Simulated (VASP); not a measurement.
Computed with PBEsol GGA, VASP's PBE PAW potentials (set 64) (plane waves; VASP).

VASP input:

KPOINTS:
```
Automatic
0
G
  5 3 1
```

### INCAR
```
# general
SYSTEM  = BaS(110) slab
PREC    = Normal
ENCUT   = 400
LREAL   = .FALSE.   # projection in real space or not
LASPH   = .TRUE.

# electronic loop
EDIFF   = 1E-5
NELM    = 100   # most electronic steps
NELMIN  = 4
ALGO    = Normal   # blocked Davidson
LMAXMIX = 4

# smearing
ISMEAR  = 0   # Gaussian
SIGMA   = 0.05

# functional
GGA     = PS   # PBEsol

# ions
IBRION  = 2   # conjugate gradients
NSW     = 50   # most ionic steps
ISIF    = 2
EDIFFG  = -0.03   # ionic stop

# output
LWAVE   = .TRUE.
LCHARG  = .FALSE.

# other
LDIPOL  = .TRUE.
IDIPOL  = 3
DIPOL   = 0.5 0.5 0.5
```

### POSCAR
```
BaS(110) slab
1.0
  4.4986495247   0.0000000000   0.0000000000
  0.0000000000   6.3620516374   0.0000000000
  0.0000000000   0.0000000000  23.9316935601
Ba S
4 4
Cart
  0.0000000000   0.0000000000   8.5918608952
  2.2493247624   3.1810258187  10.8411768412
  0.0000000000   0.0000000000  13.0905167189
  2.2493247624   3.1810258187  15.3398326649
  2.2493247624   0.0000000000  10.8411768412
  0.0000000000   3.1810258187   8.5918608952
  2.2493247624   0.0000000000  15.3398326649
  0.0000000000   3.1810258187  13.0905167189
```

POTCAR, in this order: Ba_sv S (PBE.64 set). Program: vasp_std.

Output of the run:

OSZICAR:
```
...
DAV:   8    -0.401990465062E+02    0.15401E+00   -0.23064E-01   624   0.182E+00    0.201E+00
DAV:   9    -0.401122370397E+02    0.86809E-01   -0.12824E-01   624   0.124E+00    0.498E-01
DAV:  10    -0.401066513918E+02    0.55856E-02   -0.16170E-02   624   0.420E-01    0.331E-01
DAV:  11    -0.400986559401E+02    0.79955E-02   -0.47754E-02   536   0.646E-01    0.258E-01
DAV:  12    -0.401016535357E+02   -0.29976E-02   -0.70943E-03   644   0.221E-01    0.199E-01
DAV:  13    -0.401044363499E+02   -0.27828E-02   -0.60766E-04   536   0.957E-02    0.104E-01
DAV:  14    -0.401102142548E+02   -0.57779E-02   -0.23403E-03   510   0.140E-01    0.609E-02
DAV:  15    -0.401115386687E+02   -0.13244E-02   -0.52613E-04   580   0.606E-02    0.352E-02
DAV:  16    -0.401124374707E+02   -0.89880E-03   -0.26390E-04   524   0.478E-02    0.136E-02
DAV:  17    -0.401125996485E+02   -0.16218E-03   -0.37622E-05   456   0.174E-02    0.919E-03
DAV:  18    -0.401128707355E+02   -0.27109E-03   -0.38518E-05   414   0.160E-02    0.897E-03
DAV:  19    -0.401130004815E+02   -0.12975E-03   -0.23749E-05   380   0.978E-03    0.111E-02
DAV:  20    -0.401131208574E+02   -0.12038E-03   -0.90218E-06   380   0.638E-03    0.513E-03
DAV:  21    -0.401132564815E+02   -0.13562E-03   -0.17191E-05   406   0.682E-03    0.442E-03
DAV:  22    -0.401132890334E+02   -0.32552E-04   -0.20001E-06   332   0.300E-03    0.332E-03
DAV:  23    -0.401133026503E+02   -0.13617E-04   -0.16058E-06   312   0.224E-03    0.112E-03
DAV:  24    -0.401133073144E+02   -0.46641E-05   -0.85996E-07   330   0.158E-03
   1 F= -.40113307E+02 E0= -.40113307E+02  d E =-.401133E+02
       N       E                     dE             d eps       ncg     rms          rms(c)
DAV:   1    -0.402044539117E+02   -0.91151E-01   -0.96392E+00   462   0.119E+01    0.167E+00
DAV:   2    -0.402328394458E+02   -0.28386E-01   -0.35357E-01   548   0.265E+00    0.619E-01
DAV:   3    -0.402315672443E+02    0.12722E-02   -0.13656E-02   696   0.434E-01    0.432E-01
DAV:   4    -0.402308773883E+02    0.68986E-03   -0.36591E-03   504   0.216E-01    0.194E-01
DAV:   5    -0.402310087202E+02   -0.13133E-03   -0.65722E-04   564   0.870E-02    0.324E-02
DAV:   6    -0.402310616418E+02   -0.52922E-04   -0.29021E-05   432   0.198E-02    0.190E-02
DAV:   7    -0.402311061348E+02   -0.44493E-04   -0.14178E-05   360   0.150E-02    0.102E-02
DAV:   8    -0.402311303375E+02   -0.24203E-04   -0.76925E-06   340   0.952E-03    0.310E-03
DAV:   9    -0.402311427141E+02   -0.12377E-04   -0.31099E-06   332   0.576E-03    0.317E-03
DAV:  10    -0.402311463988E+02   -0.36848E-05   -0.90005E-07   324   0.284E-03
   2 F= -.40231146E+02 E0= -.40231146E+02  d E =-.117839E+00
       N       E                     dE             d eps       ncg     rms          rms(c)
DAV:   1    -0.401264202520E+02    0.10472E+00   -0.86646E+01   462   0.360E+01    0.717E+00
DAV:   2    -0.404072156637E+02   -0.28080E+00   -0.34438E+00   560   0.830E+00    0.253E+00
DAV:   3    -0.403952809600E+02    0.11935E-01   -0.13147E-01   684   0.141E+00    0.193E+00
DAV:   4    -0.403884855765E+02    0.67954E-02   -0.24473E-02   516   0.571E-01    0.908E-01
DAV:   5    -0.403891321735E+02   -0.64660E-03   -0.90842E-03   530   0.335E-01    0.153E-01
DAV:   6    -0.403896572135E+02   -0.52504E-03   -0.88938E-04   556   0.108E-01    0.783E-02
DAV:   7    -0.403898442228E+02   -0.18701E-03   -0.11456E-04   514   0.398E-02    0.368E-02
DAV:   8    -0.403900469184E+02   -0.20270E-03   -0.93255E-05   402   0.353E-02    0.181E-02
DAV:   9    -0.403900999052E+02   -0.52987E-04   -0.13967E-05   394   0.137E-02    0.439E-03
DAV:  10    -0.403901573316E+02   -0.57426E-04   -0.12248E-05   350   0.902E-03    0.182E-03
DAV:  11    -0.403901834462E+02   -0.26115E-04   -0.51745E-06   346   0.537E-03    0.119E-03
DAV:  12    -0.403901948146E+02   -0.11368E-04   -0.38187E-06   350   0.366E-03    0.606E-04
DAV:  13    -0.403901992849E+02   -0.44703E-05   -0.14044E-06   330   0.230E-03
   3 F= -.40390199E+02 E0= -.40390199E+02  d E =-.276892E+00
       N       E                     dE             d eps       ncg     rms          rms(c)
DAV:   1    -0.403924309718E+02   -0.22362E-02   -0.39150E-01   456   0.173E+00    0.390E-01
DAV:   2    -0.403939472915E+02   -0.15163E-02   -0.18658E-02   536   0.458E-01    0.156E-01
DAV:   3    -0.403938122463E+02    0.13505E-03   -0.57202E-04   624   0.810E-02    0.109E-01
DAV:   4    -0.403936925314E+02    0.11971E-03   -0.58818E-04   482   0.777E-02    0.562E-02
DAV:   5    -0.403936978600E+02   -0.53286E-05   -0.83461E-05   456   0.296E-02
   4 F= -.40393698E+02 E0= -.40393698E+02  d E =-.349858E-02
       N       E                     dE             d eps       ncg     rms          rms(c)
DAV:   1    -0.403916554875E+02    0.20370E-02   -0.12910E+00   456   0.315E+00    0.731E-01
DAV:   2    -0.403966615586E+02   -0.50061E-02   -0.61973E-02   536   0.837E-01    0.295E-01
DAV:   3    -0.403962056979E+02    0.45586E-03   -0.19006E-03   648   0.148E-01    0.207E-01
DAV:   4    -0.403957898466E+02    0.41585E-03   -0.18576E-03   522   0.138E-01    0.107E-01
DAV:   5    -0.403958045454E+02   -0.14699E-04   -0.29917E-04   544   0.539E-02    0.206E-02
DAV:   6    -0.403957918430E+02    0.12702E-04   -0.52439E-05   440   0.247E-02    0.112E-02
DAV:   7    -0.403957865531E+02    0.52899E-05   -0.20354E-05   432   0.145E-02
   5 F= -.40395787E+02 E0= -.40395787E+02  d E =-.558727E-02
       N       E                     dE             d eps       ncg     rms          rms(c)
DAV:   1    -0.403966975686E+02   -0.90573E-03   -0.66502E-01   468   0.287E+00    0.348E-01
DAV:   2    -0.403986407803E+02   -0.19432E-02   -0.23079E-02   510   0.612E-01    0.151E-01
DAV:   3    -0.403986137364E+02    0.27044E-04   -0.90241E-04   684   0.108E-01    0.945E-02
DAV:   4    -0.403985504075E+02    0.63329E-04   -0.34747E-04   522   0.619E-02    0.572E-02
DAV:   5    -0.403985561015E+02   -0.56940E-05   -0.54824E-05   480   0.244E-02
   6 F= -.40398556E+02 E0= -.40398556E+02  d E =-.276955E-02
       N       E                     dE             d eps       ncg     rms          rms(c)
DAV:   1    -0.403856999190E+02    0.12850E-01   -0.60015E+00   456   0.863E+00    0.112E+00
DAV:   2    -0.404033424452E+02   -0.17643E-01   -0.21010E-01   504   0.185E+00    0.482E-01
DAV:   3    -0.404031416016E+02    0.20084E-03   -0.82855E-03   690   0.328E-01    0.307E-01
DAV:   4    -0.404025800023E+02    0.56160E-03   -0.29210E-03   546   0.182E-01    0.182E-01
DAV:   5    -0.404026281068E+02   -0.48105E-04   -0.51533E-04   560   0.724E-02    0.771E-02
DAV:   6    -0.404026213955E+02    0.67114E-05   -0.15495E-05   392   0.137E-02
   7 F= -.40402621E+02 E0= -.40402621E+02  d E =-.683484E-02
       N       E                     dE             d eps       ncg     rms          rms(c)
DAV:   1    -0.404023365462E+02    0.29156E-03   -0.11935E-01   474   0.122E+00    0.135E-01
DAV:   2    -0.404026993694E+02   -0.36282E-03   -0.42915E-03   516   0.262E-01    0.750E-02
DAV:   3    -0.404026950168E+02    0.43526E-05   -0.16640E-04   640   0.462E-02    0.492E-02
DAV:   4    -0.404026821944E+02    0.12822E-04   -0.76789E-05   440   0.293E-02    0.295E-02
DAV:   5    -0.404026840831E+02   -0.18887E-05   -0.12860E-05   384   0.126E-02
   8 F= -.40402684E+02 E0= -.40402684E+02  d E =-.689753E-02
       N       E                     dE             d eps       ncg     rms          rms(c)
DAV:   1    -0.404025820814E+02    0.10011E-03   -0.11209E-01   468   0.101E+00    0.205E-01
DAV:   2    -0.404029986929E+02   -0.41661E-03   -0.50049E-03   530   0.250E-01    0.760E-02
DAV:   3    -0.404029678749E+02    0.30818E-04   -0.17432E-04   584   0.444E-02    0.496E-02
DAV:   4    -0.404029436720E+02    0.24203E-04   -0.17899E-04   420   0.427E-02    0.254E-02
DAV:   5    -0.404029458620E+02   -0.21899E-05   -0.23851E-05   432   0.168E-02
   9 F= -.40402946E+02 E0= -.40402946E+02  d E =-.261779E-03
```

**OUTCAR**
```
------------------------ aborting loop because EDIFF is reached ----------------------------------------
  FORCE on cell =-STRESS in cart. coord.  units (eV):
  Direction    XX          YY          ZZ          XY          YZ          ZX
  --------------------------------------------------------------------------------------
  Total        2.7198798     -5.1077027     -0.0069267      0.0000000      0.0000000      0.0000000
  in kB        6.3622029    -11.9476753     -0.0162025      0.0000000      0.0000000      0.0000000
  external PRESSURE =      -1.8672250 kB  Pullay stress =       0.0000000 kB
  volume of cell :      684.94
      direct lattice vectors                 reciprocal lattice vectors
     4.498649525  0.000000000  0.000000000     0.222288932  0.000000000  0.000000000
     0.000000000  6.362051637  0.000000000     0.000000000  0.157182000  0.000000000
     0.000000000  0.000000000 23.931693560     0.000000000  0.000000000  0.041785593
 POSITION                                       TOTAL-FORCE (eV/Angst)
 -----------------------------------------------------------------------------------
      0.00000      0.00000      8.71489         0.000000      0.000000     -0.009557
      2.24932      3.18103     10.76512         0.000000      0.000000      0.000974
      0.00000      0.00000     13.16657         0.000000      0.000000     -0.000974
      2.24932      3.18103     15.21681         0.000000      0.000000      0.009557
      2.24932      0.00000     10.70953         0.000000      0.000000      0.003590
      0.00000      3.18103      8.74640         0.000000      0.000000      0.000833
      2.24932      0.00000     15.18529         0.000000      0.000000     -0.000833
      0.00000      3.18103     13.22217         0.000000      0.000000     -0.003590
 -----------------------------------------------------------------------------------
    total drift:                                0.000000      0.000000     -0.000000
  FREE ENERGIE OF THE ION-ELECTRON SYSTEM (eV)
  ---------------------------------------------------
  free  energy   TOTEN  =       -40.4029458620 eV

  energy  without entropy=      -40.4029458620  energy(sigma->0) =      -40.40294586

 reached required accuracy - stopping structural energy minimisation
```
(Selected blocks of OUTCAR.)

File CONTCAR:
```
BaS(110) slab
   1.00000000000000
     4.4986495247000002    0.0000000000000000    0.0000000000000000
     0.0000000000000000    6.3620516373999996    0.0000000000000000
     0.0000000000000000    0.0000000000000000   23.9316935601000012
  Ba              S
     4     4
Direct
     0.0000000000000000    0.0000000000000000    0.3641567183782923
     0.5000000000000000    0.5000000000000000    0.4498271185995538
     0.0000000000000000    0.0000000000000000    0.5501728814004464
     0.5000000000000000    0.5000000000000000    0.6358432816217077
     0.5000000000000000    0.0000000000000000    0.4475039594046252
     0.0000000000000000    0.5000000000000000    0.3654736546110075
     0.5000000000000000    0.0000000000000000    0.6345263453889924
     0.0000000000000000    0.5000000000000000    0.5524960405953747
```

The cell is a thin slab with vacuum, built from BaS (rock salt): (110) face.
